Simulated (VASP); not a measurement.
**W2Se: single point with r2SCAN**

The system is W2Se.

```
W Se
1.0
     0.00000    3.46044    3.46044
     3.46044    0.00000    3.46044
     3.46044    3.46044    0.00000
W Se
2 1
Direct
  0.25000 0.25000 0.25000
  0.75000 0.75000 0.75000
  0.00000 0.00000 0.00000
```

The cell was built by a generator and needn't be a form met in nature.

| Item | Value |
| --- | --- |
| Program | VASP 6.6.1 |
| Task | single point |
| Functional | r2SCAN |
| Potentials or basis | VASP PAW PBE potentials, release 64 (W_sv, Se) |
| Cutoff | 520 eV |
| k mesh | 5 × 5 × 5 |
| Occupations | fermi-dirac, width 0.0338 eV |
| Spin | no spin polarisation |

The pressure is -31.4 GPa. The band gap on the k mesh is none (metal or under the smearing width).

Levels at points of the mesh, in eV from the Fermi level:
```csv
k point,band 13,band 14,band 15,band 16,band 17,band 18,band 19,band 20,band 21,band 22
"(0.00, 0.00, 0.00)",-3.01,-2.31,-2.31,0.98,0.98,0.98,1.79,1.79,1.79,1.95
```

Run time: 89 s on 1 thread of Intel(R) Xeon(R) Platinum 8559C (Emerald Rapids), on a shared host, peak memory 0.21 GiB.

Caveat: a pressure of tens of GPa on the cell as given is suspect, and the run, the potentials or the cell itself is likely at fault; the PAW data sets were made with another functional, which shifts forces and pressure a little. Spin-orbit coupling is left out, which matters for the levels of W.
